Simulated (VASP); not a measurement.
All values below come from PBEsol GGA, VASP's PBE PAW potentials (set 64) (plane waves; VASP).

VASP input:

**INCAR**
```
SYSTEM = ZnSe
PREC = Accurate; ENCUT = 400; LREAL = .FALSE.
LASPH = .TRUE.
EDIFF = 1E-6; NELM = 100; ALGO = Normal
LMAXMIX = 4
ISMEAR = 0; SIGMA = 0.05
GGA = PS
IBRION = 2; NSW = 60; ISIF = 3
EDIFFG = -0.01
LWAVE = .FALSE.; LCHARG = .FALSE.
```

POSCAR:
```
ZnSe
1
    0.0000000000     2.7943750000     2.7943750000
    2.7943750000     0.0000000000     2.7943750000
    2.7943750000     2.7943750000     0.0000000000
Zn Se
1 1
Direct
  0.0000000000   0.0000000000   0.0000000000
  0.2500000000   0.2500000000   0.2500000000
```

File KPOINTS:
```
Automatic mesh
0
G
  7 7 7
0 0 0
```

POTCAR, in this order: Zn Se (PBE.64 set). Program: vasp_std.

Output of the run:

File OSZICAR:
```
       N       E                     dE             d eps       ncg     rms          rms(c)
DAV:   1     0.760155572201E+02    0.76016E+02   -0.77305E+03   520   0.131E+03
DAV:   2    -0.242808668949E+01   -0.78444E+02   -0.74896E+02   565   0.246E+02
DAV:   3    -0.703338521153E+01   -0.46053E+01   -0.45909E+01   635   0.636E+01
DAV:   4    -0.706950967424E+01   -0.36124E-01   -0.36120E-01   560   0.610E+00
DAV:   5    -0.706970561481E+01   -0.19594E-03   -0.19594E-03   630   0.433E-01    0.529E+00
DAV:   6    -0.678247566668E+01    0.28723E+00   -0.82189E-01   662   0.342E+01    0.402E+00
DAV:   7    -0.676509577738E+01    0.17380E-01   -0.23448E-01   550   0.503E+00    0.173E+00
DAV:   8    -0.676284978320E+01    0.22460E-02   -0.38636E-03   605   0.680E-01    0.493E-01
DAV:   9    -0.676258345830E+01    0.26632E-03   -0.79853E-04   613   0.429E-01    0.672E-02
DAV:  10    -0.676262875849E+01   -0.45300E-04   -0.21723E-04   643   0.188E-01    0.242E-02
DAV:  11    -0.676262550170E+01    0.32568E-05   -0.28403E-05   622   0.756E-02    0.510E-03
DAV:  12    -0.676262537269E+01    0.12902E-06   -0.76813E-06   590   0.205E-02
   1 F= -.67626254E+01 E0= -.67626254E+01  d E =-.676263E+01
       N       E                     dE             d eps       ncg     rms          rms(c)
DAV:   1    -0.696757114096E+01   -0.20495E+00   -0.26918E+00   615   0.374E+01    0.314E+00
DAV:   2    -0.679492298384E+01    0.17265E+00   -0.57175E-01   615   0.195E+01    0.119E+00
DAV:   3    -0.677305994786E+01    0.21863E-01   -0.22105E-02   550   0.125E+00    0.575E-01
DAV:   4    -0.676790755241E+01    0.51524E-02   -0.30627E-03   568   0.509E-01    0.200E-01
DAV:   5    -0.676733891887E+01    0.56863E-03   -0.60795E-04   828   0.514E-01    0.194E-02
DAV:   6    -0.676735037474E+01   -0.11456E-04   -0.20520E-04   535   0.238E-01    0.197E-02
DAV:   7    -0.676735385508E+01   -0.34803E-05   -0.24640E-05   650   0.112E-01    0.917E-03
DAV:   8    -0.676735283729E+01    0.10178E-05   -0.57044E-06   505   0.505E-02    0.122E-03
DAV:   9    -0.676735287286E+01   -0.35562E-07   -0.27967E-07   270   0.508E-03
   2 F= -.67673529E+01 E0= -.67673529E+01  d E =-.472750E-02
       N       E                     dE             d eps       ncg     rms          rms(c)
DAV:   1    -0.678284525696E+01   -0.15492E-01   -0.19087E-01   620   0.947E+00    0.862E-01
DAV:   2    -0.677002380646E+01    0.12821E-01   -0.48759E-02   615   0.668E+00    0.311E-01
DAV:   3    -0.676850685129E+01    0.15170E-02   -0.16744E-03   584   0.492E-01    0.150E-01
DAV:   4    -0.676811939350E+01    0.38746E-03   -0.29480E-04   600   0.221E-01    0.588E-02
DAV:   5    -0.676807343876E+01    0.45955E-04   -0.64147E-05   777   0.157E-01    0.497E-03
DAV:   6    -0.676807364401E+01   -0.20525E-06   -0.16133E-05   550   0.633E-02    0.500E-03
DAV:   7    -0.676807344279E+01    0.20122E-06   -0.18271E-06   260   0.242E-02
   3 F= -.67680734E+01 E0= -.67680734E+01  d E =-.544807E-02
       N       E                     dE             d eps       ncg     rms          rms(c)
DAV:   1    -0.676831927476E+01   -0.24563E-03   -0.32990E-03   620   0.126E+00    0.114E-01
DAV:   2    -0.676809478184E+01    0.22449E-03   -0.82273E-04   615   0.826E-01    0.415E-02
DAV:   3    -0.676806727971E+01    0.27502E-04   -0.28299E-05   545   0.535E-02    0.199E-02
DAV:   4    -0.676806017558E+01    0.71041E-05   -0.44731E-06   565   0.269E-02    0.768E-03
DAV:   5    -0.676805925570E+01    0.91988E-06   -0.65429E-07   260   0.197E-02
   4 F= -.67680593E+01 E0= -.67680593E+01  d E =-.543388E-02
       N       E                     dE             d eps       ncg     rms          rms(c)
DAV:   1    -0.676814681404E+01   -0.86638E-04   -0.99311E-04   620   0.689E-01    0.622E-02
DAV:   2    -0.676808015839E+01    0.66656E-04   -0.24939E-04   615   0.460E-01    0.230E-02
DAV:   3    -0.676807234170E+01    0.78167E-05   -0.83717E-06   558   0.302E-02    0.110E-02
DAV:   4    -0.676807043742E+01    0.19043E-05   -0.12111E-06   286   0.151E-02    0.415E-03
DAV:   5    -0.676807025932E+01    0.17810E-06   -0.31284E-07   260   0.979E-03
   5 F= -.67680703E+01 E0= -.67680703E+01  d E =-.544489E-02
```

File OUTCAR:
```
------------------------ aborting loop because EDIFF is reached ----------------------------------------
  FORCE on cell =-STRESS in cart. coord.  units (eV):
  Direction    XX          YY          ZZ          XY          YZ          ZX
  --------------------------------------------------------------------------------------
  Total       -0.0098596     -0.0098596     -0.0098596      0.0000000      0.0000000      0.0000000
  in kB       -0.3532011     -0.3532011     -0.3532011      0.0000000      0.0000000      0.0000000
  external PRESSURE =      -0.3532011 kB  Pullay stress =       0.0000000 kB
  volume of cell :       44.72
      direct lattice vectors                 reciprocal lattice vectors
     0.000000000  2.817344207  2.817344207    -0.177472103  0.177472103  0.177472103
     2.817344207 -0.000000000  2.817344207     0.177472103 -0.177472103  0.177472103
     2.817344207  2.817344207  0.000000000     0.177472103  0.177472103 -0.177472103
  FREE ENERGIE OF THE ION-ELECTRON SYSTEM (eV)
  ---------------------------------------------------
  free  energy   TOTEN  =        -6.7680702593 eV

  energy  without entropy=       -6.7680702593  energy(sigma->0) =       -6.76807026

 reached required accuracy - stopping structural energy minimisation
```
(Selected blocks of OUTCAR.)

CONTCAR:
```
ZnSe
   1.00000000000000
     0.0000000000000000    2.8173442065013252    2.8173442065013252
     2.8173442065013252   -0.0000000000000000    2.8173442065013252
     2.8173442065013252    2.8173442065013252    0.0000000000000000
  Zn              Se
     1     1
Direct
     0.0000000000000000    0.0000000000000000    0.0000000000000000
     0.2500000000000000    0.2500000000000000    0.2500000000000000
```

Energy and stress use the plane-wave basis of the starting cell.

The structure was generated: ZnSe was put into the zinc blende type (F-43m), which need not be its known phase. This run relaxes it. Symmetry was kept, so distortions that lower it aren't found.
